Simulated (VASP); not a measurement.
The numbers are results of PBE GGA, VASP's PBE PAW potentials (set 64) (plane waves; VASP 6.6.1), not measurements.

VASP ran on this input.

### KPOINTS
```
Regular mesh
0
Gamma
2 2 1
0 0 0
```

POSCAR:
```
LaN
1
    3.1422690000    -2.2963250000     0.0000000000
    3.1422690000     2.2963250000     0.0000000000
   -1.1405290000     0.0000000000     6.7864240000
La N
2 2
Direct
  0.0000000000   0.5000000000   0.0000000000
  0.5000000000   0.0000000000   0.5000000000
  0.5816000000   0.4184000000   0.2500000000
  0.4184000000   0.5816000000   0.7500000000
```

INCAR:
```
SYSTEM = LaN
PREC = Accurate
ENCUT = 520
EDIFF = 1E-6
NELM = 100
ALGO = Normal
LREAL = .FALSE.
LASPH = .TRUE.
ISMEAR = 0
SIGMA = 0.05
GGA = PE
LMAXMIX = 6
LWAVE = .FALSE.
LCHARG = .FALSE.
ISIF = 2
```

POTCAR, in this order: La N (PBE.64 set). Program: vasp_std.

What VASP printed:

OUTCAR:
```
 ion  position               nearest neighbor table
   1  0.000  0.500  0.000-   3 2.62   4 2.62   4 2.63   3 2.63
   2  0.500  0.000  0.500-   4 2.62   3 2.62   4 2.63   3 2.63
   3  0.582  0.418  0.250-   2 2.62   1 2.62   2 2.63   1 2.63
   4  0.418  0.582  0.750-   1 2.62   2 2.62   2 2.63   1 2.63
  LATTYP: Found a base centered monoclinic cell.
 ALAT       =     6.2845380000
 B/A-ratio  =     0.7307856202
 C/A-ratio  =     1.0950042048
 COS(beta)  =    -0.1657361282
 Subroutine PRICEL returns:
 Original cell was already a primitive cell.
 Subroutine GETGRP returns: Found  4 space group operations
The static configuration has the point symmetry S_2 .
 The point group associated with its full space group is C_2h.
The dynamic configuration has the point symmetry S_2 .
 Subroutine INISYM returns: Found  4 space group operations
 Subroutine IBZKPT returns following result:
 Found      3 irreducible k-points:

 Following reciprocal coordinates:
            Coordinates               Weight
  0.000000  0.000000  0.000000      1.000000
  0.500000  0.000000  0.000000      2.000000
  0.500000  0.500000  0.000000      1.000000
   k-points           NKPTS =      3   k-points in BZ     NKDIM =      3   number of bands    NBANDS=     20
   number of dos      NEDOS =    301   number of ions     NIONS =      4
   total plane-waves  NPLWV =  48600
   dimension x,y,z NGX =    30 NGY =   30 NGZ =   54
   dimension x,y,z NGXF=    60 NGYF=   60 NGZF=  108
   ions per type =               2   2
   PREC   = accura    normal or accurate (medium, high low for compatibility)
   ISTART =      0    job   : 0-new  1-cont  2-samecut
   ICHARG =      2    charge: 1-file 2-atom 10-const
   ISPIN  =      1    spin polarized calculation?
   LNONCOLLINEAR =      F non collinear calculations
   LSORBIT =      F    spin-orbit coupling
   INIWAV =      1    electr: 0-lowe 1-rand  2-diag
   ENCUT  =  520.0 eV  38.22 Ry    6.18 a.u.   7.24  7.24 12.80*2*pi/ulx,y,z
   NELM   =    100;   NELMIN=  2; NELMDL= -5     # of ELM steps
   EDIFF  = 0.1E-05   stopping-criterion for ELM
   LREAL  =      F    real-space projection
   NLSPLINE    = F    spline interpolate recip. space projectors
   LMAXMIX     =    6 max onsite mixed and CHGCAR
   VOSKOWN=      0    Vosko Wilk Nusair interpolation
   EDIFFG = 0.1E-04   stopping-criterion for IOM
   NSW    =      0    number of steps for IOM
   NBLOCK =      1;   KBLOCK =      1    inner block; outer block
   IBRION =     -1    ionic relax: 0-MD 1-quasi-New 2-CG
   NFREE  =      0    steps in history (QN), initial steepest desc. (CG)
   ISIF   =      2    stress and relaxation
   ISYM   =      2    0-nonsym 1-usesym 2-fastsym
   TEIN   =    0.0    initial temperature
   TEBEG  =    0.0;   TEEND  =   0.0 temperature during run
   SMASS  =  -3.00    Nose mass-parameter (am)
   PSTRESS=    0.0 pullay stress
   NELECT =      32.0000    total number of electrons
   EFERMI =   0.00;   METHOD = LEGACY
   ISMEAR =     0;   SIGMA  =   0.05  broadening in eV -4-tet -1-fermi 0-gaus
   IALGO  =     38    algorithm
   LDIAG  =      T    sub-space diagonalisation (order eigenvalues)
   IMIX   =      4    mixing-type and parameters
     AMIX     =   0.40;   BMIX     =  1.00
     AMIX_MAG =   1.60;   BMIX_MAG =  1.00
     AMIN     =   0.10
   GGA     = PE    functional components
   VOSKOWN =     0    Vosko Wilk Nusair interpolation
   LHFCALC =     F    Hartree Fock is set to
   LHFONE  =     F    Hartree Fock one center treatment
   AEXX    =    0.0000 exact exchange contribution
   IVDW    =     0    specifies the selected vdW correction
   LEPSILON=     F    determine dielectric tensor
   LRPA    =     F    only Hartree local field effects (RPA)
  energy-cutoff  :      520.00
  volume of cell :       97.94
...
```

File OSZICAR:
```
       N       E                     dE             d eps       ncg     rms          rms(c)
DAV:   1     0.362445982972E+03    0.36245E+03   -0.12448E+04   128   0.224E+03
DAV:   2     0.430546160027E+02   -0.31939E+03   -0.31420E+03   200   0.370E+02
DAV:   3    -0.278322576680E+02   -0.70887E+02   -0.70358E+02   208   0.209E+02
DAV:   4    -0.352747453024E+02   -0.74425E+01   -0.70031E+01   232   0.485E+01
DAV:   5    -0.361567886026E+02   -0.88204E+00   -0.87093E+00   216   0.186E+01    0.139E+01
DAV:   6    -0.311625299587E+02    0.49943E+01   -0.80834E+01   192   0.455E+01    0.114E+01
DAV:   7    -0.296986491878E+02    0.14639E+01   -0.19212E+01   188   0.403E+01    0.338E+00
DAV:   8    -0.295715150282E+02    0.12713E+00   -0.75778E-01   208   0.946E+00    0.217E+00
DAV:   9    -0.295344781914E+02    0.37037E-01   -0.68084E-01   240   0.557E+00    0.141E+00
DAV:  10    -0.295089659149E+02    0.25512E-01   -0.27358E-01   200   0.322E+00    0.404E-01
DAV:  11    -0.295085034168E+02    0.46250E-03   -0.15747E-02   208   0.118E+00    0.253E-01
DAV:  12    -0.295086780445E+02   -0.17463E-03   -0.55233E-03   208   0.475E-01    0.409E-02
DAV:  13    -0.295087124888E+02   -0.34444E-04   -0.28180E-04   240   0.121E-01    0.296E-02
DAV:  14    -0.295087268254E+02   -0.14337E-04   -0.74490E-05   216   0.640E-02    0.167E-02
DAV:  15    -0.295087301506E+02   -0.33252E-05   -0.12834E-05   152   0.286E-02    0.100E-02
DAV:  16    -0.295087297885E+02    0.36211E-06   -0.36846E-06   128   0.181E-02
   1 F= -.29508730E+02 E0= -.29508072E+02  d E =-.131587E-02
```

**OUTCAR**
```
------------------------ aborting loop because EDIFF is reached ----------------------------------------
  FORCE on cell =-STRESS in cart. coord.  units (eV):
  Direction    XX          YY          ZZ          XY          YZ          ZX
  --------------------------------------------------------------------------------------
  Total       -5.8992667     -9.6375775     -7.2567543      0.0000000      0.0000000      1.5201218
  in kB      -96.5074657   -157.6633547   -118.7149185      0.0000000      0.0000000     24.8680238
  external PRESSURE =    -124.2952463 kB  Pullay stress =       0.0000000 kB
  volume of cell :       97.94
      direct lattice vectors                 reciprocal lattice vectors
     3.142269000 -2.296325000  0.000000000     0.159120686 -0.217739214  0.026741883
     3.142269000  2.296325000  0.000000000     0.159120686  0.217739214  0.026741883
    -1.140529000  0.000000000  6.786424000     0.000000000  0.000000000  0.147353009
 POSITION                                       TOTAL-FORCE (eV/Angst)
 -----------------------------------------------------------------------------------
      1.57113      1.14816      0.00000         0.000000      0.000000      0.000000
      1.00087     -1.14816      3.39321         0.000000      0.000000      0.000000
      2.85714     -0.37476      1.69661        -0.000000     -0.259672      0.000000
      2.28687      0.37476      5.08982         0.000000      0.259672     -0.000000
 -----------------------------------------------------------------------------------
    total drift:                                0.000000     -0.000000      0.000000
  FREE ENERGIE OF THE ION-ELECTRON SYSTEM (eV)
  ---------------------------------------------------
  free  energy   TOTEN  =       -29.5087297885 eV

  energy  without entropy=      -29.5074139139  energy(sigma->0) =      -29.50807185
```
(Selected blocks of OUTCAR.)

The structure was generated: LaN was put into the tenorite type (C2/c), which need not be its known phase. The cell was not relaxed at this level. The k-mesh is coarse (spacing up to 0.93 per Å, 2π included), so the numbers may not be converged in it. The run is one of a series of settings (KPOINTS 2×2×1 Γ-centred mesh against the base run), some of them coarse on purpose.
